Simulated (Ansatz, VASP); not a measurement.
**One calculation of TePd, two programs**

The input INCAR:

```
PREC     = Accurate       # precision mode
ENCUT    = 520            # plane-wave cutoff, eV
EDIFF    = 1E-6           # SCF threshold, eV
ISMEAR   = 0              # smearing method
SIGMA    = 0.05           # smearing width, eV
LREAL    = F              # projectors in reciprocal space
LASPH    = T              # aspherical terms in the spheres
NELM     = 150            # most SCF steps
ALGO     = Normal         # electronic algorithm
ISIF     = 2              # what is computed and relaxed
LWAVE    = F              # write WAVECAR
LCHARG   = F              # write CHGCAR
ISPIN    = 2              # spin polarisation
MAGMOM   = 0 0 2 2        # initial moments
LORBIT   = 11             # projections on sites
LMAXMIX  = 4              # l up to which the mixer works
NBANDS   = 28             # bands
```

File KPOINTS:

```
Automatic mesh
0
Gamma
  5 5 4
```

Contents of POSCAR:

```
TePd
1.0
    4.1520974300      0.0000000000      0.0000000000
   -2.0760487100      3.5958218500      0.0000000000
    0.0000000000      0.0000000000      5.6718989000
Te Pd
2 2
Direct
    0.3333333333      0.6666666667      0.2500000000
    0.6666666667      0.3333333333      0.7500000000
    0.0000000000      0.0000000000      0.0000000000
    0.0000000000      0.0000000000      0.5000000000
```

Input for Ansatz:

```yaml
crystal:
  lattice:
    - [4.15209743, 0.0, 0.0]
    - [-2.07604871, 3.59582185, 0.0]
    - [0.0, 0.0, 5.6718989]
  atoms:
    - { symbol: Te, position: [0.3333333333, 0.6666666667, 0.25] }
    - { symbol: Te, position: [0.6666666667, 0.3333333333, 0.75] }
    - { symbol: Pd, position: [0.0, 0.0, 0.0], spin: 2.0 }
    - { symbol: Pd, position: [0.0, 0.0, 0.5], spin: 2.0 }
basis:
  ecutwfc: 420
  ecutrho_ratio: 4
kpoints:
  mp_grid: { grid: [5, 5, 4] }
hamiltonian:
  xc: lda
scf:
  occupations: { method: gaussian, width: 0.05 }
  lower_state_search: "off"
  max_iter: 150
output:
  forces: true
  stress: true
  eigenvalues: true
  populations: true
  hubbard: { sites: [{ site: 2, l: d }, { site: 3, l: d }] }
magnetization:
  spin_polarized: true
```

Alike in both runs: task single point; functional LDA; k mesh 5 × 5 × 4; occupations gaussian, width 0.05 eV; collinear spin.

|  | VASP | Ansatz |
| --- | --- | --- |
| version | VASP 6.6.1 | Ansatz 0.2.0 |
| potentials or method | VASP PAW LDA potentials, release 64 (Te, Pd) | scalar-relativistic, plane waves, PAW |
| plane-wave cutoff (eV) | 520 | 420 |
| valence electrons in the cell | 32 | 68 |

Ansatz gave:

* gap on the k mesh at the Fermi level (eV): none
* pressure (GPa): -3.8
* largest component of the traceless stress (GPa): 0.68
* net moment per atom (μB): 0.00

Question: What did VASP give for the same quantities?

Answer: gap on the k mesh at the Fermi level (eV): none; pressure (GPa): -3.7; largest component of the traceless stress (GPa): 0.66; net moment per atom (μB): 0.00.

A gap of «none» marks a metal or a gap that the smearing closes. The two sets of potentials don't hold the same shells in valence. Ansatz warned: «seeded_moment_not_kept».

The runs have no spin-orbit coupling, so splittings on Te are missing.
